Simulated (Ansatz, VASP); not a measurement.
# TiC: VASP beside Ansatz

Aim: how closely do two programs agree when they are given the same cell, functional and k mesh? The cell is taken from a series of runs on this material, whose earlier steps may have relaxed, scaled, displaced or heated it; both programs get it as it stands.

Main program and level: Ansatz 0.2.0; plane waves, with VASP 6.6.1 beside it; zone-centre phonons at PBEsol.

### Step 1. The structure

The structure is tetragonal, space group I4/mmm (No. 139). Conventional cell: a = 3.005 Å, b = 3.005 Å, c = 4.313 Å, α = 90.00°, β = 90.00°, γ = 90.00°. Nearest to C lie 6 Ti at 2.12 to 2.16 Å. Nearest to Ti lie 6 C at 2.12 to 2.16 Å. Farther neighbours are not listed.

### Step 2. VASP: zone-centre phonons, PBEsol, pair 1

Second derivatives magnify differences that forces hide, and they need a tight electronic threshold.

Lines of VASP's logs that name or quote its potential files are left out, and so is its time.

INCAR reads:

```
SYSTEM = TiC
PREC = Accurate
ENCUT = 600
EDIFF = 1E-08
NELM = 120
ISMEAR = 1
SIGMA = 0.2
LREAL = .FALSE.
ALGO = Normal
GGA = PS
NBANDS = 14
LASPH = .TRUE.
LORBIT = 11
LWAVE = .FALSE.
LCHARG = .FALSE.
ISIF = 2
IBRION = 8
GGA_COMPAT = .FALSE.
KPAR = 2
```

POSCAR reads:

```
TiC
1.0
    0.0000000000      2.1249788839      2.1563830248
    2.1249788839      0.0000000000      2.1563830248
    2.1249788839      2.1249788839      0.0000000000
C Ti
1 1
Direct
    0.5000000000      0.5000000000      0.5000000000
    0.0000000000      0.0000000000      0.0000000000
```

KPOINTS reads:

```
Automatic mesh
0
Gamma
16 16 16
0 0 0
```

PAW data sets: C and Ti_sv (PBE family, release 64).

Command:

```bash
$ mpirun -np 2 vasp_std
```

Numbers of over 12 decimals in the logs are rounded to 6 here.

The log of the run:

```text
[banner, memory and clock lines left out]
running    2 mpi-ranks, on    1 nodes
 distrk:  each k-point on    1 cores,    2 groups
 distr:  one band on    1 cores,    1 groups

 POSCAR found type information on POSCAR C Ti
 POSCAR found :  2 types and       2 ions
|                                                                             |
|               ----> ADVICE to this user running VASP <----                  |
|                                                                             |
|     You enforced a specific xc type in the INCAR file but a different       |
|     [... a line on the potential file left out ...]
|     I HOPE YOU KNOW WHAT YOU ARE DOING!                                     |
|                                                                             |

 LDA part: xc-table for (Slater+PW92), standard interpolation
 POSCAR, INCAR and KPOINTS ok, starting setup
 FFT: planning ... GRIDC
 FFT: planning ... GRID_SOFT
 FFT: planning ... GRID
 WAVECAR not read
 entering main loop
       N       E                     dE             d eps       ncg     rms          rms(c)
DAV:   1     0.127498350504E+03    0.12750E+03   -0.89268E+03  9786   0.153E+03
DAV:   2    -0.162644480711E+02   -0.14376E+03   -0.13531E+03 10354   0.374E+02
DAV:   3    -0.247399802626E+02   -0.84755E+01   -0.82972E+01 12962   0.872E+01
DAV:   4    -0.251008730735E+02   -0.36089E+00   -0.36063E+00 12320   0.162E+01
DAV:   5    -0.251090670652E+02   -0.81940E-02   -0.81935E-02 13134   0.212E+00    0.193E+01
DAV:   6    -0.203090101968E+02    0.48001E+01   -0.12333E+01 13976   0.603E+01    0.656E+00
DAV:   7    -0.198293029065E+02    0.47971E+00   -0.19375E+00 11918   0.209E+01    0.542E+00
DAV:   8    -0.197966239511E+02    0.32679E-01   -0.11655E-01 11116   0.443E+00    0.291E+00
DAV:   9    -0.197967897982E+02   -0.16585E-03   -0.87274E-02 12042   0.337E+00    0.844E-01
DAV:  10    -0.197950365936E+02    0.17532E-02   -0.92457E-03 13556   0.136E+00    0.661E-01
DAV:  11    -0.197933958890E+02    0.16407E-02   -0.48626E-03 10492   0.104E+00    0.900E-02
DAV:  12    -0.197933803151E+02    0.15574E-04   -0.33203E-04 11152   0.243E-01    0.214E-02
DAV:  13    -0.197933730888E+02    0.72264E-05   -0.12857E-05 14092   0.454E-02    0.493E-03
DAV:  14    -0.197933725708E+02    0.51798E-06   -0.42417E-07 13900   0.976E-03    0.292E-03
DAV:  15    -0.197933724889E+02    0.81872E-07   -0.98107E-08 13006   0.226E-03    0.209E-04
DAV:  16    -0.197933724897E+02   -0.75079E-09   -0.31690E-09  6938   0.770E-04
   1 F= -.19793372E+02 E0= -.19793302E+02  d E =-.212411E-03
 Linear response reoptimize wavefunctions to high precision
DAV:   1    -0.197933724863E+02    0.33106E-08   -0.57017E-10  7472   0.287E-04
DAV:   2    -0.197933724863E+02    0.63665E-11   -0.98082E-11  5888   0.105E-04
 Linear response DOF=           4
 Linear response progress:
  Degree of freedom:   1/  4
       N       E                     dE             d eps       ncg     rms          rms(c)
RMM:   1    -0.125852522202E+00   -0.12585E+00   -0.45398E-02 37543   0.233E+00
RMM:   2    -0.116792678067E+00    0.90598E-02   -0.57753E-03 34092   0.571E-01    0.140E-01
RMM:   3    -0.117469634633E+00   -0.67696E-03   -0.19368E-03 35461   0.243E-01    0.651E-02
RMM:   4    -0.118484737699E+00   -0.10151E-02   -0.71551E-04 36349   0.147E-01    0.152E-02
RMM:   5    -0.118618347588E+00   -0.13361E-03   -0.15424E-04 40883   0.595E-02    0.296E-03
RMM:   6    -0.118613248562E+00    0.50990E-05   -0.20888E-05 40491   0.243E-02    0.159E-03
RMM:   7    -0.118607561655E+00    0.56869E-05   -0.43712E-06 40769   0.117E-02    0.735E-04
RMM:   8    -0.118612193193E+00   -0.46315E-05   -0.72087E-07 40515   0.584E-03    0.345E-04
RMM:   9    -0.118609698843E+00    0.24944E-05   -0.16465E-07 41319   0.321E-03    0.123E-04
RMM:  10    -0.118609957207E+00   -0.25836E-06   -0.80628E-07 40766   0.171E-03    0.689E-05
RMM:  11    -0.118609805114E+00    0.15209E-06   -0.44168E-09 41004   0.923E-04    0.462E-05
RMM:  12    -0.118609811825E+00   -0.67116E-08   -0.68124E-08 42980   0.494E-04    0.456E-05
 first order change of Fermi-energy  -0.22543E-03
 force on displaced ion       1 direction 1 : -11.534   0.000   0.000
 Linear response progress:
  Degree of freedom:   2/  4
       N       E                     dE             d eps       ncg     rms          rms(c)
RMM:   1    -0.124135308286E+00   -0.12414E+00   -0.38130E-02 21279   0.218E+00
RMM:   2    -0.116120067735E+00    0.80152E-02   -0.51673E-03 18910   0.533E-01    0.136E-01
RMM:   3    -0.116787031916E+00   -0.66696E-03   -0.18035E-03 19528   0.228E-01    0.634E-02
RMM:   4    -0.117763152084E+00   -0.97612E-03   -0.65215E-04 20090   0.139E-01    0.147E-02
RMM:   5    -0.117887867294E+00   -0.12472E-03   -0.13431E-04 22556   0.544E-02    0.299E-03
RMM:   6    -0.117880767740E+00    0.70996E-05   -0.18057E-05 22264   0.217E-02    0.150E-03
RMM:   7    -0.117871347921E+00    0.94198E-05   -0.36632E-06 22122   0.103E-02    0.652E-04
RMM:   8    -0.117877206598E+00   -0.58587E-05   -0.87508E-07 22649   0.509E-03    0.314E-04
RMM:   9    -0.117874259071E+00    0.29475E-05   -0.17702E-07 22425   0.275E-03    0.903E-05
RMM:  10    -0.117874764108E+00   -0.50504E-06   -0.69832E-07 22775   0.146E-03    0.499E-05
RMM:  11    -0.117874516133E+00    0.24798E-06   -0.40610E-09 23126   0.775E-04    0.218E-05
RMM:  12    -0.117874571631E+00   -0.55498E-07   -0.16114E-07 23029   0.411E-04    0.449E-06
RMM:  13    -0.117874604551E+00   -0.32921E-07   -0.77055E-08 23970   0.219E-04    0.705E-06
RMM:  14    -0.117874605756E+00   -0.12043E-08   -0.51719E-08 23297   0.115E-04    0.884E-06
 first order change of Fermi-energy   0.99929E-03
 force on displaced ion       1 direction 3 :   0.000   0.000 -10.119
 Linear response progress:
  Degree of freedom:   3/  4
       N       E                     dE             d eps       ncg     rms          rms(c)
RMM:   1    -0.684956397251E+00   -0.68496E+00    0.65599E+00 17565   0.138E+02
RMM:   2    -0.657352078650E+00    0.27604E-01   -0.24488E-01 29729   0.503E+00    0.235E-01
RMM:   3    -0.655838798089E+00    0.15133E-02   -0.18836E-02 34980   0.118E+00    0.116E-01
RMM:   4    -0.655009498069E+00    0.82930E-03   -0.78714E-03 38248   0.528E-01    0.221E-02
RMM:   5    -0.655558698266E+00   -0.54920E-03   -0.12522E-03 40519   0.211E-01    0.105E-02
RMM:   6    -0.655876678817E+00   -0.31798E-03   -0.33800E-04 40880   0.923E-02    0.792E-03
RMM:   7    -0.656169395797E+00   -0.29272E-03   -0.82099E-05 37766   0.452E-02    0.284E-03
RMM:   8    -0.656344677992E+00   -0.17528E-03   -0.38459E-05 39184   0.253E-02    0.256E-03
RMM:   9    -0.656247077057E+00    0.97601E-04   -0.24533E-05 38498   0.148E-02    0.779E-04
RMM:  10    -0.656269099779E+00   -0.22023E-04   -0.16078E-05 40967   0.867E-03    0.296E-04
RMM:  11    -0.656284504462E+00   -0.15405E-04   -0.14473E-05 40982   0.570E-03    0.556E-05
RMM:  12    -0.656282747100E+00    0.17574E-05   -0.10167E-05 42473   0.396E-03    0.751E-05
RMM:  13    -0.656282740458E+00    0.66413E-08   -0.86670E-06 43007   0.297E-03    0.111E-04
RMM:  14    -0.656282987617E+00   -0.24716E-06   -0.62622E-06 42554   0.234E-03    0.129E-04
RMM:  15    -0.656282946561E+00    0.41056E-07   -0.58841E-06 43006   0.192E-03    0.145E-04
RMM:  16    -0.656282604844E+00    0.34172E-06   -0.43611E-06 40357   0.161E-03    0.163E-04
RMM:  17    -0.656282192776E+00    0.41207E-06   -0.37561E-06 38259   0.139E-03    0.175E-04
RMM:  18    -0.656283936400E+00   -0.17436E-05   -0.31594E-06 35748   0.122E-03    0.138E-04
RMM:  19    -0.656284920838E+00   -0.98444E-06   -0.25870E-06 35915   0.107E-03    0.113E-04
RMM:  20    -0.656285226803E+00   -0.30596E-06   -0.22085E-06 38100   0.916E-04    0.106E-04
RMM:  21    -0.656285287959E+00   -0.61156E-07   -0.19236E-06 41213   0.798E-04    0.108E-04
RMM:  22    -0.656285349229E+00   -0.61271E-07   -0.16222E-06 37025   0.720E-04    0.102E-04
 first order change of Fermi-energy   0.41049E-03
 force on displaced ion       2 direction 1 : -11.530   0.000   0.000
 Linear response progress:
  Degree of freedom:   4/  4
       N       E                     dE             d eps       ncg     rms          rms(c)
RMM:   1    -0.705804596167E+00   -0.70580E+00    0.45641E+00  9906   0.136E+02
RMM:   2    -0.677942590091E+00    0.27862E-01   -0.23910E-01 16517   0.497E+00    0.233E-01
RMM:   3    -0.676686632150E+00    0.12560E-02   -0.18681E-02 19369   0.117E+00    0.115E-01
RMM:   4    -0.675979777757E+00    0.70685E-03   -0.78770E-03 21227   0.523E-01    0.216E-02
RMM:   5    -0.676591019079E+00   -0.61124E-03   -0.12297E-03 22460   0.207E-01    0.104E-02
RMM:   6    -0.676902557749E+00   -0.31154E-03   -0.32071E-04 22549   0.904E-02    0.799E-03
RMM:   7    -0.677159330777E+00   -0.25677E-03   -0.80640E-05 21121   0.444E-02    0.325E-03
RMM:   8    -0.677397155432E+00   -0.23782E-03   -0.35628E-05 20964   0.259E-02    0.300E-03
RMM:   9    -0.677277803867E+00    0.11935E-03   -0.13749E-05 21086   0.152E-02    0.954E-04
RMM:  10    -0.677305938541E+00   -0.28135E-04   -0.13656E-05 22506   0.882E-03    0.302E-04
RMM:  11    -0.677320747022E+00   -0.14808E-04   -0.11900E-05 22904   0.570E-03    0.502E-05
RMM:  12    -0.677320307637E+00    0.43938E-06   -0.81253E-06 23888   0.394E-03    0.682E-05
RMM:  13    -0.677321275191E+00   -0.96755E-06   -0.57056E-06 23206   0.292E-03    0.772E-05
RMM:  14    -0.677315913877E+00    0.53613E-05   -0.53241E-06 20866   0.242E-03    0.244E-04
[...]
RMM:  30    -0.677326047590E+00   -0.40172E-07   -0.24640E-07 21076   0.236E-04    0.740E-06
RMM:  31    -0.677326115202E+00   -0.67612E-07    0.88478E-10 22111   0.213E-04    0.444E-06
RMM:  32    -0.677326171364E+00   -0.56162E-07   -0.18977E-07 21052   0.189E-04    0.228E-06
RMM:  33    -0.677326178650E+00   -0.72863E-08   -0.23593E-07 20315   0.166E-04    0.217E-06
RMM:  34    -0.677326180263E+00   -0.16127E-08   -0.16998E-07 14683   0.146E-04    0.289E-06
RMM:  35    -0.677326186429E+00   -0.61660E-08   -0.23037E-07 10718   0.130E-04    0.377E-06
RMM:  36    -0.677326200914E+00   -0.14485E-07   -0.11360E-07 14549   0.117E-04    0.423E-06
RMM:  37    -0.677326203297E+00   -0.23833E-08   -0.29276E-08 10767   0.104E-04    0.479E-06
 first order change of Fermi-energy  -0.78812E-03
 force on displaced ion       2 direction 3 :   0.000   0.000 -10.124
 Linear response finished
```

From OUTCAR (step 2):

```text
ion  position               nearest neighbor table
   1  0.500  0.500  0.500-   2 2.12   2 2.12   2 2.12   2 2.12   2 2.16   2 2.16
   2  0.000  0.000  0.000-   1 2.12   1 2.12   1 2.12   1 2.12   1 2.16   1 2.16

  LATTYP: Found a body centered tetragonal cell.
 ALAT       =     3.0051739574
 C/A-ratio  =     1.4351136110

 Subroutine GETGRP returns: Found 16 space group operations
 (whereof 16 operations were pure point group operations)

The static configuration has the point symmetry D_4h.

 Found    349 irreducible k-points:

   k-points           NKPTS =    349   k-points in BZ     NKDIM =    349   number of bands    NBANDS=     14

   dimension x,y,z NGX =    24 NGY =   24 NGZ =   24
   dimension x,y,z NGXF=    48 NGYF=   48 NGZF=   48

   ENCUT  =  600.0 eV  44.10 Ry    6.64 a.u.   6.05  6.05  6.00*2*pi/ulx,y,z

   NELECT =      16.0000    total number of electrons

 k-points in reciprocal lattice and weights: Automatic mesh
   0.00000000  0.00000000  0.00000000       0.000
   0.06250000 -0.00000000  0.00000000       0.002
   0.12500000 -0.00000000  0.00000000       0.002
   0.18750000 -0.00000000  0.00000000       0.002
   0.25000000 -0.00000000  0.00000000       0.002
   0.31250000 -0.00000000  0.00000000       0.002
   0.37500000 -0.00000000  0.00000000       0.002
   0.43750000  0.00000000  0.00000000       0.002
   0.50000000 -0.00000000  0.00000000       0.001
[...]
-0.31250000  0.18750000  0.50000000       0.001
  -0.25000000  0.25000000  0.50000000       0.000

 average (electrostatic) potential at core
       1 -44.0900       2 -70.3123

  Total        0.8262878      0.8262878      0.0240613      0.0000000      0.0000000     -0.0000000
  in kB       67.9793146     67.9793146      1.9795383      0.0000000      0.0000000     -0.0000000
  external PRESSURE =      45.9793892 kB  Pullay stress =       0.0000000 kB

  energy-cutoff  :      600.00
  volume of cell :       19.47
      direct lattice vectors                 reciprocal lattice vectors
     0.000000000  2.124978884  2.156383025    -0.235296456  0.235296456  0.231869753
     2.124978884  0.000000000  2.156383025     0.235296456 -0.235296456  0.231869753
     2.124978884  2.124978884  0.000000000     0.235296456  0.235296456 -0.231869753

 POSITION                                       TOTAL-FORCE (eV/Angst)
 -----------------------------------------------------------------------------------
      2.12498      2.12498      2.15638         0.000000     -0.000000      0.000000
      0.00000      0.00000      0.00000        -0.000000      0.000000     -0.000000
 -----------------------------------------------------------------------------------
    total drift:                                0.000000     -0.000000     -0.000000

 Eigenvectors and eigenvalues of the dynamical matrix
 ----------------------------------------------------

   1 f  =   17.133322 THz   107.651834 2PiTHz  571.506090 cm-1    70.857693 meV
             X         Y         Z           dx          dy          dz
      2.124979  2.124979  2.156383     0.894149    0.000000    0.000000
      0.000000  0.000000  0.000000    -0.447770    0.000000    0.000000

   2 f  =   17.133322 THz   107.651834 2PiTHz  571.506090 cm-1    70.857693 meV
             X         Y         Z           dx          dy          dz
      2.124979  2.124979  2.156383     0.000000   -0.894149   -0.000000
      0.000000  0.000000  0.000000     0.000000    0.447770    0.000000

   3 f  =   16.049576 THz   100.842462 2PiTHz  535.356240 cm-1    66.375684 meV
             X         Y         Z           dx          dy          dz
      2.124979  2.124979  2.156383    -0.000000   -0.000000    0.894077
      0.000000  0.000000  0.000000    -0.000000   -0.000000   -0.447914

   4 f/i=    0.001068 THz     0.006714 2PiTHz    0.035641 cm-1     0.004419 meV
             X         Y         Z           dx          dy          dz
      2.124979  2.124979  2.156383     0.333673   -0.298597    0.000000
      0.000000  0.000000  0.000000     0.666309   -0.596267    0.000000

   5 f/i=    0.001068 THz     0.006714 2PiTHz    0.035641 cm-1     0.004419 meV
             X         Y         Z           dx          dy          dz
      2.124979  2.124979  2.156383    -0.298597   -0.333673    0.000000
      0.000000  0.000000  0.000000    -0.596267   -0.666309    0.000000

   6 f/i=    0.001582 THz     0.009941 2PiTHz    0.052775 cm-1     0.006543 meV
             X         Y         Z           dx          dy          dz
      2.124979  2.124979  2.156383     0.000000    0.000000    0.447914
      0.000000  0.000000  0.000000     0.000000    0.000000    0.894077

 ELASTIC MODULI CONTR FROM IONIC RELAXATION (kBar)
 Direction    XX          YY          ZZ          XY          YZ          ZX
 --------------------------------------------------------------------------------
 XX           0.0000      0.0000      0.0000      0.0000      0.0000      0.0000
 YY           0.0000      0.0000      0.0000      0.0000      0.0000      0.0000
 ZZ           0.0000      0.0000      0.0000      0.0000      0.0000      0.0000
 XY           0.0000      0.0000      0.0000      0.0000      0.0000      0.0000
 YZ           0.0000      0.0000      0.0000      0.0000      0.0000      0.0000
 ZX           0.0000      0.0000      0.0000      0.0000      0.0000      0.0000
 --------------------------------------------------------------------------------
```

Energies printed during the response cycles are not total energies of the cell.

(Part 1 of 2 ends here.)

[Lines on the potential files, build, host, timing and source positions are cut from VASP's logs without a mark.]

[Logs are printed without paths, hosts, clocks, repeated set-up lines and the standing remarks that a program may print on its own settings, such as how far it seeks lower states.]

[Hosts, paths, dates, database ids (printed as entryN), source tags and the programs' standing remarks are cut or masked in the printed files.]
